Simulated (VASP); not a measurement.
Consider the following.

```xyz
12
Lattice="3.6611 0.0000 0.0000 0.0000 5.1776 0.0000 0.0000 0.0000 25.9185" Properties=species:S:1:pos:R:3 pbc="T T T"
Mg     0.0000     0.0000     8.3829
Mg     1.8305     2.5888    10.2135
Mg     0.0000     0.0000    12.0440
Mg     1.8305     2.5888    13.8745
Mg     0.0000     0.0000    15.7051
Mg     1.8305     2.5888    17.5356
S      1.8305     0.0000    10.2135
S      0.0000     2.5888     8.3829
S      1.8305     0.0000    13.8745
S      0.0000     2.5888    12.0440
S      1.8305     0.0000    17.5356
S      0.0000     2.5888    15.7051
```

These are PBEsol GGA, VASP's PBE PAW potentials (set 64) (plane waves; VASP 6.6.1) values and carry that method's errors. Settings: PREC = Normal, EDIFF = 1E-5, 400 eV cut-off, 6×4×1 Γ-centred mesh, Gaussian smearing of 0.050 eV, potentials Mg S.

Task: The ions are relaxed. Which structure does the run end with?

Result: 
```xyz
12
Lattice="3.6611 0.0000 0.0000 0.0000 5.1776 0.0000 0.0000 0.0000 25.9185" Properties=species:S:1:pos:R:3 pbc="T T T"
Mg     0.0000     0.0000     8.6413
Mg     1.8305     2.5888    10.0128
Mg     0.0000     0.0000    12.1616
Mg     1.8305     2.5888    13.7569
Mg     0.0000     0.0000    15.9057
Mg     1.8305     2.5888    17.2773
S      1.8305     0.0000    10.2541
S      0.0000     2.5888     8.3033
S      1.8305     0.0000    13.9157
S      0.0000     2.5888    12.0029
S      1.8305     0.0000    17.6152
S      0.0000     2.5888    15.6644
```

Task: How much energy does the relaxation gain?

Result: The energy (σ→0) changes by -33.5 meV/atom, in 8 ionic steps.

```json
[
 {"step": "1", "E(σ→0) (eV)": "-51.6418", "max force (eV/Å)": "1.069", "pressure (GPa)": "-1.09", "volume (Å³)": "491.30"},
 {"step": "2", "E(σ→0) (eV)": "-51.7939", "max force (eV/Å)": "0.786", "pressure (GPa)": "-0.96", "volume (Å³)": "491.30"},
 {"step": "3", "E(σ→0) (eV)": "-51.9306", "max force (eV/Å)": "0.463", "pressure (GPa)": "-0.53", "volume (Å³)": "491.30"},
 {"step": "4", "E(σ→0) (eV)": "-51.9703", "max force (eV/Å)": "0.282", "pressure (GPa)": "-0.47", "volume (Å³)": "491.30"},
 {"step": "5", "E(σ→0) (eV)": "-51.9916", "max force (eV/Å)": "0.285", "pressure (GPa)": "-0.38", "volume (Å³)": "491.30"},
 {"step": "6", "E(σ→0) (eV)": "-52.0238", "max force (eV/Å)": "0.205", "pressure (GPa)": "-0.41", "volume (Å³)": "491.30"},
 {"step": "7", "E(σ→0) (eV)": "-52.0415", "max force (eV/Å)": "0.093", "pressure (GPa)": "-0.46", "volume (Å³)": "491.30"},
 {"step": "8", "E(σ→0) (eV)": "-52.0433", "max force (eV/Å)": "0.021", "pressure (GPa)": "-0.44", "volume (Å³)": "491.30"}
]
```

The cell is a thin slab with vacuum, built from MgS (rock salt): (110) face.
